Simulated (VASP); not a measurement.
Data:

```yaml
crystal:
  lattice:
    - [1.90032, -3.29145, 0.00000]
    - [1.90032, 3.29145, 0.00000]
    - [0.00000, 0.00000, 6.18544]
  atoms:
    - { symbol: Zr, position: [0.00000, 0.00000, 0.00000] }
    - { symbol: Se, position: [0.33333, 0.66667, 0.25648] }
    - { symbol: Se, position: [0.66667, 0.33333, 0.74352] }
```

Computed with optB88-vdW, VASP's PBE PAW potentials (set 64) (plane waves; VASP). Settings: 520 eV cut-off, 8×8×4 Γ-centred mesh, tetrahedra with Blöchl corrections, potentials Zr_sv Se.

Problem. The job: ZrSe₂ (1T layered), 3 atoms, optB88-vdW, static run, 520 eV, 8×8×4 Γ-centred mesh. Roughly how much core time does it take on a busy server core?

Solution. About 50 core-seconds (one run on a shared machine, a rough figure). It had 35 irreducible k-points, 16 bands, up to 2096 plane waves and 14 electronic steps.

The compound is ZrSe2 in the 1T layered structure. It was relaxed first.
